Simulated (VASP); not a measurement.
The input files of a VASP run:

File KPOINTS:
```
Automatic mesh
0
Gamma
13 13 13
0 0 0
```

File POSCAR:
```
TaC
1
    0.0000000000     2.2300000000     2.2300000000
    2.2300000000     0.0000000000     2.2300000000
    2.2300000000     2.2300000000     0.0000000000
Ta C
1 1
Direct
  0.0000000000   0.0000000000   0.0000000000
  0.5000000000   0.5000000000   0.5000000000
```

### INCAR
```
SYSTEM=TaC
PREC=Accurate; ENCUT=530; LREAL=.FALSE.
LASPH=.TRUE.
EDIFF=1E-6; NELM=100; ALGO=Normal
LMAXMIX=6
ISMEAR=1; SIGMA=0.1
GGA=PE
IBRION=2; NSW=60; ISIF=3
EDIFFG=-0.01
LWAVE=.FALSE.; LCHARG=.FALSE.
```

POTCAR, in this order: Ta_pv C (PBE.64 set). Program: vasp_std.

Question: Write an equivalent input for Ansatz.

Answer: One equivalent input (not run):
Ansatz 0.2 input:
```yaml
crystal:
  lattice:
    - [0.0000000, 2.2300000, 2.2300000]
    - [2.2300000, 0.0000000, 2.2300000]
    - [2.2300000, 2.2300000, 0.0000000]
  atoms:
    - { symbol: Ta, position: [0.0000000, 0.0000000, 0.0000000] }
    - { symbol: C, position: [0.5000000, 0.5000000, 0.5000000] }
kpoints:
  mp_grid: { grid: [13, 13, 13] }
hamiltonian:
  xc: pbe
  pseudopotentials: { kind: paw }
scf:
  occupations: { method: methfessel_paxton, width: 0.1 }
  max_iter: 100
relax:
  max_steps: 60
  f_tol: 0.01
  cell: {}
output: { forces: true, stress: true, eigenvalues: true }
```
Limits of the translation: each code has its own PAW files, so the cut-off isn't converted (ENCUT is set for VASP's; basis.ecutwfc is left out, and Ansatz then takes the one that its files recommend); Ansatz stops its SCF on the density residual and VASP on the energy change (EDIFF).

The compound is TaC in the rock salt structure. This run relaxes it. Symmetry was kept, so distortions that lower it aren't found.
